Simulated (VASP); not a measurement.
A convergence study with VASP on BaTe (rock salt): one setting is varied, all else stays as given below, so the limit is that of these other settings.

```
CELL_PARAMETERS angstrom
      0.00000     3.50000     3.50000
      3.50000     0.00000     3.50000
      3.50000     3.50000     0.00000
ATOMIC_POSITIONS crystal
  Ba 0.00000 0.00000 0.00000
  Te 0.50000 0.50000 0.50000
```

These are PBE GGA, VASP's PBE PAW potentials (set 64) (plane waves; VASP) values and carry that method's errors. The tightest run used: 550 eV cut-off, 15×15×15 Γ-centred mesh, Gaussian smearing of 0.050 eV, potentials Ba_sv Te.

```
setting     E (eV/atom)  pressure (GPa)  irreducible k-points
----------  -----------  --------------  --------------------
1×1×1 mesh      -0.8667           16.76                     1
2×2×2 mesh      -4.0820            2.86                     3
3×3×3 mesh      -4.2834            1.43                     4
```

Problem. These are the cheaper rows. Estimate the results at 15×15×15 mesh, and how far the last row shown lies from them.

Solution. 
```csv
quantity,tightest run,last row shown is off by
E (eV/atom),-4.3090,0.0256
pressure (GPa),1.17,0.27
```

Left out are rungs that failed or repeat a setting and relaxations that didn't move; long series are thinned to 24 rows.

The compound is BaTe in the rock salt structure. The cell was not relaxed at this level.
